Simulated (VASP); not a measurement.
Data:

```
KF
1.0
    0.00000     2.67500     2.67500
    2.67500     0.00000     2.67500
    2.67500     2.67500     0.00000
K F
1 1
Direct
  0.00000   0.00000   0.00000
  0.50000   0.50000   0.50000
```

Computed with PBE GGA, VASP's PBE PAW potentials (set 64) (plane waves; VASP). Run with 400 eV cut-off, 9×9×9 Γ-centred mesh, Fermi-Dirac smearing of 0.010 eV, potentials K_sv F.

At this cut-off the stress carries a Pulay error, which pulls relaxed volumes low.

Question: What does the run give for the energy per atom (σ→0), pressure, band gap (on the k-mesh) with the smallest direct gap where there is one?

Answer: 
| Property | Result |
|---|---|
| band gap (on the k-mesh) | 6.18 eV |
| smallest direct gap (on the k-mesh) | 6.18 eV |
| energy per atom (σ→0) | -4.155 eV/atom |
| pressure | -3.37 GPa |

Total energies compare only between runs with the same potentials, cut-off and functional.

The structure is a typed KF crystal (Fm-3m). The cell was not relaxed at this level.
